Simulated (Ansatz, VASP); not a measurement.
**MoI in VASP and in Ansatz**

Contents of POSCAR:

```
MoI
1.0
    0.0000000000      3.1788513800      3.1788513800
    3.1788513800      0.0000000000      3.1788513800
    3.1788513800      3.1788513800      0.0000000000
Mo I
1 1
Direct
    0.0000000000      0.0000000000      0.0000000000
    0.7500000000      0.7500000000      0.7500000000
```

File INCAR.step1:

```
SYSTEM = MoI
PREC = Accurate ; ENCUT = 520
EDIFF = 1E-5 ; ISMEAR = -1
SIGMA = 0.05 ; LREAL = .False.
LASPH = .True. ; NELM = 100
ALGO = Normal ; ISIF = 2
LWAVE = .True. ; LCHARG = .False.
NBANDS = 18 ; GGA = PE
```

Contents of INCAR.step2:

```
SYSTEM = MoI
PREC = Accurate ; ENCUT = 520
EDIFF = 1E-6 ; ISMEAR = -1
SIGMA = 0.05 ; LREAL = .False.
LASPH = .True. ; NELM = 100
ALGO = Normal ; ISIF = 2
LWAVE = .False. ; LCHARG = .False.
GGA = PE ; LHFCALC = .True.
HFSCREEN = 0.2 ; AEXX = 0.5
PRECFOCK = Fast ; NBANDS = 18
ISTART = 1
```

KPOINTS

```
regular mesh
0
Gamma
  4 4 4
  0 0 0
```

Contents of input.yaml:

```yaml
crystal:
  lattice:
    - [0.0, 3.17885138, 3.17885138]
    - [3.17885138, 0.0, 3.17885138]
    - [3.17885138, 3.17885138, 0.0]
  atoms:
    - { symbol: Mo, position: [0.0, 0.0, 0.0] }
    - { symbol: I, position: [0.75, 0.75, 0.75] }
hamiltonian:
  xc: { exchange: pbe, correlation: pbe, exx: { coeff: 0.5, omega: 0.2 } }
  pseudopotentials: { kind: paw }
kpoints:
  mp_grid: { grid: [4, 4, 4] }
scf:
  occupations: { method: fermi_dirac, width: 0.05 }
output:
  forces: true
  stress: true
  eigenvalues: true
```

The cell was built by a generator and needn't be a form met in nature.

Alike in both runs: task single point; functional HSE(alpha, omega); k mesh 4 × 4 × 4; occupations fermi-dirac, width 0.05 eV; no spin polarisation.

```csv
,VASP,Ansatz
version,VASP 6.6.1,Ansatz 0.2.0
potentials or method,"VASP PAW PBE potentials, release 64 (Mo_sv, I)",Ansatz PAW
plane-wave cutoff (eV),520,420
valence electrons in the cell,21,31
```

Ansatz gave:

```
gap on the k mesh at the Fermi level (eV) : none
pressure (GPa)                            : -7.1
```

Q: What did VASP give for the same quantities?

A: gap on the k mesh at the Fermi level (eV): none; pressure (GPa): -7.2.

A gap of «none» marks a metal or a gap that the smearing closes. The two sets of potentials don't hold the same shells in valence.

Caveats: the k mesh is coarse (spacing up to 0.43 Å⁻¹), so the values aren't converged, least of all with exact exchange; an odd number of electrons without spin polarisation forces a metal; a magnetic or distorted state may lie lower; the PAW data sets were made with another functional, which shifts forces and pressure a little (VASP); the PAW data sets come from PBE, with cores solved anew for the run's functional, which leaves a small shift of forces and pressure (Ansatz); the thresholds are loose for stress (Ansatz). Spin-orbit coupling is left out, which matters for the levels of I.
